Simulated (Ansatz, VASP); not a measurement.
H4RuCl: VASP beside Ansatz

```
H Ru Cl
1.0
     0.00000    3.43822    3.43822
     3.43822    0.00000    3.43822
     3.43822    3.43822    0.00000
H Ru Cl
4 1 1
Cartesian
  2.5775 4.2989 4.2989
  2.5775 2.5775 2.5775
  4.2989 2.5775 4.2989
  4.2989 4.2989 2.5775
  0.0000 0.0000 0.0000
  5.1573 5.1573 5.1573
```

Change from the starting cell: species swapped into the CaErAl4 type (F-43m, No. 216).

Alike in both runs: task single point; functional PBE; k mesh 4 × 4 × 4; occupations gaussian, width 0.1 eV; collinear spin.

```csv
,VASP,Ansatz
version,VASP 6.6.1,Ansatz 0.2.0
potentials or method,"VASP PAW PBE potentials, release 64 (H, Ru_pv, Cl)","scalar-relativistic, plane waves, PAW"
plane-wave cutoff (eV),520,420
valence electrons in the cell,25,27
```

VASP gave:

* gap on the k mesh at the Fermi level (eV): none
* pressure (GPa): -14.7
* rms of the force components (eV/Å): 0.092
* net moment per atom (μB): 0.44
* size of the moment on the site where the two differ most (μB): 0.06

Estimate Ansatz's values.

gap on the k mesh at the Fermi level (eV): none; pressure (GPa): -14.7; rms of the force components (eV/Å): 0.092; net moment per atom (μB): 0.44; size of the moment on the site where the two differ most (μB): 0.12.

Site moments also hang on the region over which each program counts them. Atom by atom the forces differ by 0.000 eV/Å (rms over components). A gap of «none» marks a metal or a gap that the smearing closes. With one functional, cell and mesh, what is left measures potentials, basis and numerics. The two sets of potentials don't hold the same shells in valence.

Caveats: the k mesh is coarse (spacing up to 0.40 Å⁻¹), so the values aren't converged.
